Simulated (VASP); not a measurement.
Input:

```
MgS
1.0
    4.03034     0.00000     0.00000
   -2.01517     3.49037     0.00000
    0.00000     0.00000     6.42362
Mg S
2 2
Direct
  0.66667   0.33333   0.00380
  0.33333   0.66667   0.50380
  0.66667   0.33333   0.62140
  0.33333   0.66667   0.12140
```

Method: r2SCAN meta-GGA, VASP's PBE PAW potentials (set 64) (plane waves; VASP). Numerical set-up: 400 eV cut-off, 7×7×4 Γ-centred mesh, tetrahedra with Blöchl corrections, potentials Mg S.

The cores are frozen, which limits the accuracy of field gradients.

Task: Give the principal components of the electric field gradient (V/Å²) and the asymmetry η at each nucleus.

Result: 
| atom | Vxx | Vyy | Vzz | η |
|---|---|---|---|---|
| Mg1 | -0.9 | -0.9 | 1.7 | 0.00 |
| Mg2 | -0.9 | -0.9 | 1.7 | 0.00 |
| S3 | 1.2 | 1.2 | -2.4 | 0.00 |
| S4 | 1.2 | 1.2 | -2.4 | 0.00 |

The structure was generated: MgS was put into the wurtzite type (P6_3mc), which need not be its known phase. It was relaxed first.
